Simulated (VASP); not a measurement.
# In3Pt2 (P-3m1) in VASP: notebook

The runs below take In3Pt2 through single point, with LDA.

Program: VASP 6.6.1. These are calculated values, not measurements. Logs are shortened: lines on timing, memory, paths and dates and some standing lists are left out, and cuts for length are marked.

**1. The structure**

It takes space group P-3m1 (No. 164, trigonal). Conventional cell: a = 4.572 Å, b = 4.572 Å, c = 5.576 Å, α = 90.00°, β = 90.00°, γ = 120.00°. In (site symmetry -3m) is surrounded by 6 Pt at 2.79 Å. In (site symmetry 3m) is surrounded by 5 Pt at 2.72 to 2.86 Å. Pt (site symmetry 3m) has 8 In at 2.72 to 2.86 Å as nearest neighbours.

The cell comes from a database or a generator and needn't be the stable form of this composition.

**2. Single point, LDA**

File INCAR:

```
ALGO = Fast
EDIFF = 1E-7
ENCUT = 520
ISIF = 2
ISMEAR = -1
LASPH = T
LCHARG = F
LREAL = F
LWAVE = F
NBANDS = 38
NELM = 100
PREC = Accurate
SIGMA = 0.05
```

File KPOINTS:

```
k-points
0
Gamma
  7 7 5
```

File POSCAR:

```
In3Pt2
1.0
    4.5722570000      0.0000000000      0.0000000000
   -2.2861285000      3.9596907146      0.0000000000
    0.0000000000      0.0000000000      5.5763760000
In Pt
3 2
Direct
    0.0000000000      0.0000000000      0.0000000000
    0.6666670000      0.3333330000      0.3496740000
    0.3333330000      0.6666670000      0.6503260000
    0.6666670000      0.3333330000      0.8371700000
    0.3333330000      0.6666670000      0.1628300000
```

Potentials or basis: VASP PAW LDA potentials, release 64 (In_d, Pt).

Run with:

```
$ cat potpaw_LDA.64/In_d/POTCAR potpaw_LDA.64/Pt/POTCAR > POTCAR
$ mpirun -np 1 vasp_std > vasp.out
```

OUTCAR:

```text
EDIFF = 1E-7
   ENCUT = 520
   ISIF = 2
   ISMEAR = -1
   LASPH = T
   LREAL = F
   NELM = 100
   PREC = Accurate

 ion  position               nearest neighbor table
   1  0.000  0.000  0.000-   4 2.79   5 2.79   5 2.79   4 2.79   4 2.79   5 2.79   2 3.28   3 3.28
                             3 3.28   2 3.28   3 3.28   2 3.28
   2  0.667  0.333  0.350-   4 2.72   5 2.84   5 2.84   5 2.84   4 2.86   3 3.13   3 3.13   3 3.13
                             1 3.28   1 3.28   1 3.28
   3  0.333  0.667  0.650-   5 2.72   4 2.84   4 2.84   4 2.84   5 2.86   2 3.13   2 3.13   2 3.13
                             1 3.28   1 3.28   1 3.28
   4  0.667  0.333  0.837-   2 2.72   1 2.79   1 2.79   1 2.79   3 2.84   3 2.84   3 2.84   2 2.86
                             5 3.20   5 3.20   5 3.20
   5  0.333  0.667  0.163-   3 2.72   1 2.79   1 2.79   1 2.79   2 2.84   2 2.84   2 2.84   3 2.86
                             4 3.20   4 3.20   4 3.20

  LATTYP: Found a hexagonal cell.
 ALAT       =     4.5722570000
 C/A-ratio  =     1.2196112336

  Lattice vectors:

 A1 = (   4.5722570000,   0.0000000000,   0.0000000000)
 A2 = (  -2.2861285000,   3.9596907146,   0.0000000000)
 A3 = (   0.0000000000,   0.0000000000,   5.5763760000)

Analysis of symmetry for initial positions (statically):
=====================================================================
 Subroutine PRICEL returns:
 Original cell was already a primitive cell.

 Routine SETGRP: Setting up the symmetry group for a
 hexagonal supercell.

 Subroutine GETGRP returns: Found 12 space group operations
 (whereof 12 operations were pure point group operations)
 out of a pool of 24 trial point group operations.

The static configuration has the point symmetry D_3d.

Analysis of symmetry for dynamics (positions and initial velocities):
=====================================================================
 Subroutine PRICEL returns:
 Original cell was already a primitive cell.

 Routine SETGRP: Setting up the symmetry group for a
 hexagonal supercell.

 Subroutine GETGRP returns: Found 12 space group operations
 (whereof 12 operations were pure point group operations)
 out of a pool of 24 trial point group operations.

The dynamic configuration has the point symmetry D_3d.

 Subroutine INISYM returns: Found 12 space group operations
 (whereof 12 operations are pure point group operations),
 and found     1 'primitive' translations

----------------------------------------------------------------------------------------

                                     Primitive cell

  volume of cell :     100.9587

  direct lattice vectors                    reciprocal lattice vectors
     4.572257000  0.000000000  0.000000000     0.218710366  0.126272488  0.000000000
    -2.286128500  3.959690715  0.000000000     0.000000000  0.252544977  0.000000000
     0.000000000  0.000000000  5.576376000     0.000000000  0.000000000  0.179327936

  length of vectors
     4.572257000  4.572257000  5.576376000     0.252544977  0.252544977  0.179327936

  position of ions in fractional coordinates (direct lattice)
     0.000000000  0.000000000  0.000000000
     0.666667000  0.333333000  0.349674000
     0.333333000  0.666667000  0.650326000
     0.666667000  0.333333000  0.837170000
     0.333333000  0.666667000  0.162830000

  ion indices of the primitive-cell ions
   primitive index   ion index
                 1           1
                 2           2
                 3           3
                 4           4
                 5           5

----------------------------------------------------------------------------------------

 KPOINTS: k-points

Automatic generation of k-mesh.
 Grid dimensions read from file:
 generate k-points for:    7    7    5

 Generating k-lattice:

  Cartesian coordinates                     Fractional coordinates (reciprocal lattice)
     0.031244338  0.018038927  0.000000000     0.142857143  0.000000000  0.000000000
     0.000000000  0.036077854  0.000000000     0.000000000  0.142857143  0.000000000
     0.000000000  0.000000000  0.035865587     0.000000000  0.000000000  0.200000000

  Length of vectors
     0.036077854  0.036077854  0.035865587

  Shift w.r.t. Gamma in fractional coordinates (k-lattice)
     0.000000000  0.000000000  0.000000000

 Subroutine IBZKPT returns following result:
 ===========================================

 Found     32 irreducible k-points:

 Following reciprocal coordinates:
            Coordinates               Weight
  0.000000  0.000000  0.000000      1.000000
  0.142857 -0.000000  0.000000      6.000000
  0.285714 -0.000000  0.000000      6.000000
  0.428571  0.000000  0.000000      6.000000
  0.142857  0.142857  0.000000      6.000000
  0.285714  0.142857  0.000000     12.000000
[... 16 lines left out ...]
  0.000000  0.142857  0.400000      6.000000
  0.285714 -0.000000  0.400000      6.000000
 [... further k-points ...]
   k-points           NKPTS =     32   k-points in BZ     NKDIM =     32   number of bands    NBANDS=     38
   number of dos      NEDOS =    301   number of ions     NIONS =      5
   total plane-waves  NPLWV =  54432
   dimension x,y,z NGX =    36 NGY =   36 NGZ =   42
   dimension x,y,z NGXF=    72 NGYF=   72 NGZF=   84
   ions per type =               3   2
   NGX,Y,Z   is equivalent  to a cutoff of  13.09, 13.09, 12.52 a.u.
   NGXF,Y,Z  is equivalent  to a cutoff of  26.18, 26.18, 25.04 a.u.
 SYSTEM =  unknown system
   PREC   = accura    normal or accurate (medium, high low for compatibility)
   ISTART =      0    job   : 0-new  1-cont  2-samecut
   ICHARG =      2    charge: 1-file 2-atom 10-const
   ISPIN  =      1    spin polarized calculation?
   LNONCOLLINEAR =      F non collinear calculations
   LSORBIT =      F    spin-orbit coupling
   LASPH  =      T    aspherical Exc in radial PAW
   ENCUT  =  520.0 eV  38.22 Ry    6.18 a.u.   8.50  8.50 10.37*2*pi/ulx,y,z
   NELM   =    100;   NELMIN=  2; NELMDL= -5     # of ELM steps
   EDIFF  = 0.1E-06   stopping-criterion for ELM
   LREAL  =      F    real-space projection
   EDIFFG = 0.1E-05   stopping-criterion for IOM
   NSW    =      0    number of steps for IOM
   IBRION =     -1    ionic relax: 0-MD 1-quasi-New 2-CG
   NFREE  =      0    steps in history (QN), initial steepest desc. (CG)
   ISIF   =      2    stress and relaxation
   ISYM   =      2    0-nonsym 1-usesym 2-fastsym
   POTIM  = 0.5000    time-step for ionic-motion
   TEBEG  =    0.0;   TEEND  =   0.0 temperature during run
   PSTRESS=    0.0 pullay stress
   NELECT =      59.0000    total number of electrons
   NUPDOWN=      -1.0000    fix difference up-down
   EMIN   =  10.00;   EMAX   =-10.00  energy-range for DOS
   EFERMI =   0.00;   METHOD = LEGACY
   ISMEAR =    -1;   SIGMA  =   0.05  broadening in eV -4-tet -1-fermi 0-gaus
   EFERMI_NEDOS =   21; number of points for ismear=-14 and -15
   IALGO  =     68    algorithm
   IMIX   =      4    mixing-type and parameters
     AMIX     =   0.40;   BMIX     =  1.00
     AMIX_MAG =   1.60;   BMIX_MAG =  1.00
  volume/ion in A,a.u.               =      20.19       136.26
  Fermi-wavevector in a.u.,A,eV,Ry     =   1.368708  2.586483 25.488637  1.873362
  Thomas-Fermi vector in A             =   2.494648
   LORBIT       =      0    0 simple, 1 ext, 2 COOP (PROOUT), +10 PAW based schemes
   GGA     = CA    functional components
   LHFCALC =     F    Hartree Fock is set to
   AEXX    =    0.0000 exact exchange contribution
   IVDW    =     0    specifies the selected vdW correction
   LEPSILON=     F    determine dielectric tensor
   LRPA    =     F    only Hartree local field effects (RPA)
 non-spin polarized calculation
 RMM-DIIS sequential band-by-band and
  energy-cutoff  :      520.00
  volume of cell :      100.96
 maximum number of plane-waves:      2775
 NGX is ok and might be reduce to    36
   NGX = 17   NGY = 17   NGZ = 21

 number of electron      58.9999987 magnetization

 Free energy of the ion-electron system (eV)
  ---------------------------------------------------
  ext. energy  EPLUGINS =         0.00000000
  ---------------------------------------------------
  free energy    TOTEN  =       -27.14321505 eV

  energy without entropy =      -27.13336370  energy(sigma->0) =      -27.13828938

 E-fermi :   9.1030     XC(G=0): -11.7377

 val. band max:        9.0266566899   @ k =   0.1429   0.1429   0.4000
 cond. band min:       9.1049050895   @ k =   0.0000   0.2857   0.2000
 fundamental gap:      0.0782483996
 Fermi energy:         9.1029637078

 k-point     1 :       0.0000    0.0000    0.0000
  band No.  band energies     occupation
      1      -5.7738      2.00000
      2      -5.7738      2.00000
      3      -5.6015      2.00000
      4      -5.5786      2.00000
      5      -5.5371      2.00000
      6      -5.5371      2.00000
[... 30 lines left out ...]
     37      14.0549      0.00000
     38      15.4479      0.00000

 k-point     2 :       0.1429   -0.0000    0.0000
  band No.  band energies     occupation
      1      -5.7553      2.00000
      2      -5.7350      2.00000
      3      -5.6271      2.00000
      4      -5.6013      2.00000
      5      -5.5389      2.00000
      6      -5.5195      2.00000
[... 30 lines left out ...]
     37      14.3281      0.00000
     38      14.4418      0.00000

 k-point     3 :       0.2857   -0.0000    0.0000
  band No.  band energies     occupation
      1      -5.7048      2.00000
      2      -5.6819      2.00000
      3      -5.6311      2.00000
      4      -5.5862      2.00000
      5      -5.5234      2.00000
      6      -5.4995      2.00000
[... 30 lines left out ...]
     37      14.8838      0.00000
     38      15.3455      0.00000

 k-point     4 :       0.4286    0.0000    0.0000
  band No.  band energies     occupation
      1      -5.7199      2.00000
      2      -5.6346      2.00000
      3      -5.5628      2.00000
      4      -5.5479      2.00000
      5      -5.5310      2.00000
      6      -5.5095      2.00000
[... 30 lines left out ...]
     37      15.1047      0.00000
     38      17.3524      0.00000
[... 703 lines left out ...]
      4      -5.5979      2.00000
      5      -5.5926      2.00000
      6      -5.5796      2.00000
[... 30 lines left out ...]
     37      14.8093      0.00000
     38      15.0368      0.00000

 k-point    23 :       0.0000    0.1429    0.4000
  band No.  band energies     occupation
      1      -5.6932      2.00000
      2      -5.6269      2.00000
      3      -5.6219      2.00000
      4      -5.5909      2.00000
      5      -5.5900      2.00000
      6      -5.5824      2.00000
[... 30 lines left out ...]
     37      14.5370      0.00000
     38      15.0830      0.00000

 k-point    24 :       0.2857   -0.0000    0.4000
  band No.  band energies     occupation
      1      -5.7216      2.00000
      2      -5.6273      2.00000
      3      -5.6009      2.00000
      4      -5.5659      2.00000
      5      -5.5542      2.00000
      6      -5.5352      2.00000
[... 30 lines left out ...]
     37      16.2951      0.00000
     38      16.6054      0.00000

 [... further k-points ...]

------------------------ aborting loop because EDIFF is reached ----------------------------------------

  FORCE on cell =-STRESS in cart. coord.  units (eV):
  Direction    XX          YY          ZZ          XY          YZ          ZX
  --------------------------------------------------------------------------------------
  -------------------------------------------------------------------------------------
  Total       -3.2374139     -3.2374139     -3.6710340      0.0000000     -0.0000000      0.0000000
  in kB      -51.3765409    -51.3765409    -58.2579288      0.0000000     -0.0000000      0.0000000
  external PRESSURE =     -53.6703369 kB  Pullay stress =       0.0000000 kB

 VOLUME and BASIS-vectors are now :
 -----------------------------------------------------------------------------
  energy-cutoff  :      520.00
  volume of cell :      100.96
      direct lattice vectors                 reciprocal lattice vectors
     4.572257000  0.000000000  0.000000000     0.218710366  0.126272488  0.000000000
    -2.286128500  3.959690715  0.000000000     0.000000000  0.252544977  0.000000000
     0.000000000  0.000000000  5.576376000     0.000000000  0.000000000  0.179327936

 POSITION                                       TOTAL-FORCE (eV/Angst)
 -----------------------------------------------------------------------------------
      0.00000      0.00000      0.00000         0.000000      0.000000      0.000000
      2.28613      1.31990      1.94991        -0.000000      0.000000     -0.100304
     -0.00000      2.63980      3.62646        -0.000000      0.000000      0.100304
      2.28613      1.31990      4.66837         0.000000      0.000000      0.038925
     -0.00000      2.63980      0.90800         0.000000      0.000000     -0.038925
 -----------------------------------------------------------------------------------
    total drift:                                0.000000      0.000000      0.000000

  FREE ENERGIE OF THE ION-ELECTRON SYSTEM (eV)
  ---------------------------------------------------
  free  energy   TOTEN  =       -27.1432150500 eV

  energy  without entropy=      -27.1333637039  energy(sigma->0) =      -27.13828938
```

Wall time 93 s (1 thread of Intel Xeon Platinum 8488C (Sapphire Rapids), shared host); peak memory 0.25 GiB.

Results:

```yaml
Free_energy: -27.1432 eV
Pressure: -5.4 GPa
Largest_force: 0.100 eV/Å
Band_gap_on_the_k_mesh: none (metal or under the smearing width)
```

Forces on the atoms (eV/Å):
```
In   0.000  0.000  0.000
In   0.000  0.000 -0.100
In   0.000  0.000  0.100
Pt   0.000  0.000  0.039
Pt   0.000  0.000 -0.039
```

Levels at points of the mesh, in eV from the Fermi level:
| k point | band 27 | band 28 | band 29 | band 30 | band 31 | band 32 | band 33 | band 34 |
| --- | --- | --- | --- | --- | --- | --- | --- | --- |
| (0.00, 0.00, 0.00) | -1.79 | -1.58 | 1.71 | 1.71 | 1.93 | 2.11 | 3.73 | 3.73 |

Spin-orbit coupling is left out, which matters for the levels of Pt.

**3. Single point, LDA**

File INCAR:

```
SYSTEM = In3Pt2
ALGO     = Fast           ! electronic algorithm
EDIFF    = 1E-6           ! SCF threshold, eV
ENCUT    = 520            ! plane-wave cutoff, eV
ISIF     = 2              ! what is computed and relaxed
ISMEAR   = -1             ! smearing method
LASPH    = .TRUE.         ! aspherical terms in the spheres
LCHARG   = .FALSE.        ! write CHGCAR
LREAL    = .FALSE.        ! projectors in reciprocal space
LWAVE    = .FALSE.        ! write WAVECAR
NBANDS   = 38             ! bands
NELM     = 100            ! most SCF steps
PREC     = Accurate       ! precision mode
SIGMA    = 0.05           ! smearing width, eV
```

File KPOINTS:

```
k-points
0
G
  7 7 5
  0 0 0
```

POSCAR is that of step 2.

Potentials or basis: VASP PAW LDA potentials, release 64 (In_d, Pt).

Run with:

```
$ cat potpaw_LDA.64/In_d/POTCAR potpaw_LDA.64/Pt/POTCAR > POTCAR
$ mpirun -np 1 vasp_std > vasp.out
```

Wall time 76 s (1 thread of Intel Xeon Platinum 8488C (Sapphire Rapids), shared host); peak memory 0.25 GiB.

It converged, with:

```
Free energy            : -27.1432 eV
Pressure               : -5.3 GPa
Largest force          : 0.101 eV/Å
Band gap on the k mesh : none (metal or under the smearing width)
```

Forces in eV/Å, atoms in the order of the input:
```
In   0.000  0.000  0.000
In   0.000  0.000 -0.101
In   0.000  0.000  0.101
Pt   0.000  0.000  0.039
Pt   0.000  0.000 -0.039
```

Stress tensor (GPa, compression positive):
```
-5.10  0.00  0.00
 0.00 -5.10  0.00
 0.00  0.00 -5.78
```

Levels at points of the mesh, in eV from the Fermi level:
```
           k point  band 27  band 28  band 29  band 30  band 31  band 32  band 33  band 34
(0.00, 0.00, 0.00)    -1.79    -1.58     1.71     1.71     1.93     2.11     3.73     3.73
```
